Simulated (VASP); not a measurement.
A cell of LuGe$_{2}$ (relaxed from the MoSi2 structure, space group I4/mmm) near equilibrium:

```yaml
crystal:
  lattice:
    - [-1.73571, 1.73571, 4.82462]
    - [1.73571, -1.73571, 4.82462]
    - [1.73571, 1.73571, -4.82462]
  atoms:
    - { symbol: Lu, position: [0.00000, 0.00000, 0.00000] }
    - { symbol: Ge, position: [0.30860, 0.30860, 0.00000] }
    - { symbol: Ge, position: [0.69140, 0.69140, 0.00000] }
```

Calculation: PBEsol GGA, VASP's PBE PAW potentials (set 64) (plane waves; VASP 6.6.1).

```json
[
 {"run": "as it is", "ΔE (meV/atom)": "0.0", "σxx": "0.06", "σyy": "0.06", "σzz": "0.28", "largest shear component, with its sign (GPa)": "0.00", "largest force (eV/Å)": "0.021"},
 {"run": "after one change", "ΔE (meV/atom)": "15.2", "σxx": "-4.13", "σyy": "-4.13", "σzz": "-4.65", "largest shear component, with its sign (GPa)": "0.00", "largest force (eV/Å)": "0.070"}
]
```
Stress is in GPa, positive when the cell is compressed.

Name the change that produced these shifts.
A. biaxial strain of +1.0 % in the xy plane
B. biaxial strain of +0.5 % in the xy plane
C. isotropic strain of +2.0 %

C, isotropic strain of +2.0 %

The structure was generated: LuGe2 was put into the MoSi2 type (I4/mmm), which need not be its known phase. The electron count is odd and the run is not spin-polarised, which forces a metal.
